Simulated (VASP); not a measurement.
A run of VASP 6.6.1 is set up as follows.

The input INCAR:

```
ALGO = Normal
EDIFF = 1E-5
ENCUT = 520
GGA = PE
IBRION = 0
ISIF = 2
ISMEAR = -1
ISYM = 0
IVDW = 12
LANGEVIN_GAMMA = 20 20 20
LASPH = T
LCHARG = F
LREAL = Auto
LWAVE = F
MDALGO = 3
NBANDS = 52
NELM = 80
NELMIN = 4
NSW = 40
POTIM = 0.5
PREC = Accurate
RANDOM_SEED = 510417 0 0
SIGMA = 0.02
TEBEG = 700.0
TEEND = 700.0
```

KPOINTS

```
k-points
0
Gamma
  1 1 1
```

Contents of POSCAR:

```
H2SN2
1.0
    7.5172930000      0.0000000000      0.0000000000
    0.0000000000      7.5172930000      0.0000000000
    0.0000000000      0.0000000000      7.5172930000
N S H
8 4 8
Direct
   -0.1236217300      0.5035735200      1.0223881300
   -0.0288387200      0.4877687800      0.9116935800
    0.2012643100      0.7850884900      1.0211611200
    0.2353196000      0.7704035600      0.8747753800
    0.1762479500      0.0672910500      0.2736342200
    0.1205644100      0.0542591400      0.4032722900
    0.1448581600      0.6123636600      0.3838126300
    0.2608541100      0.6715382900      0.4559354100
    0.8709398500     -0.0759388500      0.8327667400
    0.6863073200      0.8745415700      0.2681041000
    0.3906328100      0.2700698300      0.9443323200
    0.6997517700      0.3607654500      0.4803802200
    1.0087541100      0.0464657100      0.8418292600
    0.9290958200     -0.0893674100      0.6516151500
    0.6211777200      0.7293695000      0.2103649400
    0.5938668000      0.9054272200      0.4173554800
    0.3316093700      0.4302892500      0.8965594800
    0.2957074600      0.1688003200      0.8410070400
    0.7187039600      0.3420200300      0.6665027000
    0.7996331400      0.5126717700      0.4576282100
```

Potentials or basis: VASP PAW PBE potentials, release 64 (N, S, H).

Run with:

```console
$ cat potpaw_PBE.64/N/POTCAR potpaw_PBE.64/S/POTCAR potpaw_PBE.64/H/POTCAR > POTCAR
$ mpirun -np 1 vasp_gam > vasp.out
```

(1) Predict the dispersion energy per atom.

Answers

(1) -0.057 eV.

Caveat: the standard files for N, O and F lose accuracy on very short bonds.
